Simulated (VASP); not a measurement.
Lu:

```
CELL_PARAMETERS angstrom
3.51805 0.00000 0.00000
-1.75903 3.04672 0.00000
0.00000 0.00000 5.44608
ATOMIC_POSITIONS crystal
Lu 0.33333 0.66667 0.25000
Lu 0.66667 0.33333 0.75000
```

- Program: VASP 6.6.1
- Task: relaxation of cell and atoms
- Functional: PBE
- Dispersion: D3(BJ)
- Potentials or basis: VASP PAW PBE potentials, release 64 (Lu)
- Cutoff: 600 eV
- k mesh: 15 × 15 × 8
- Occupations: gaussian, width 0.1 eV
- Spin: no spin polarisation

At the start: pressure -2.0 GPa; volume 29.19 Å³/atom.

Question: Where does the relaxation end?

Answer: Over 6 steps the energy falls by 8.1 meV/atom and the volume is 27.97 Å³/atom (-4.2 %); space group P6_3/mmc (No. 194, to 0.05 Å).

The path:
```tsv
step	energy change (eV)	largest force (eV/Å)	pressure (GPa)	volume (Å³)
1	0.0000	0.0000	-2.03	58.37
2	-0.0153	0.0000	0.52	55.31
3	-0.0162	0.0000	0.00	55.89
4	-0.0162	0.0000	0.04	55.84
5	-0.0163	0.0000	0.02	55.90
6	-0.0163	0.0000	-0.03	55.94
```

Final structure:
```
Lu
1.0
     3.46216    0.00000    0.00000
    -1.73108    2.99832    0.00000
     0.00000    0.00000    5.38850
Lu
2
Direct
  0.33333 0.66667 0.25000
  0.66667 0.33333 0.75000
```

Caveat: pairwise dispersion overbinds metals, which lowers pressure and volume.
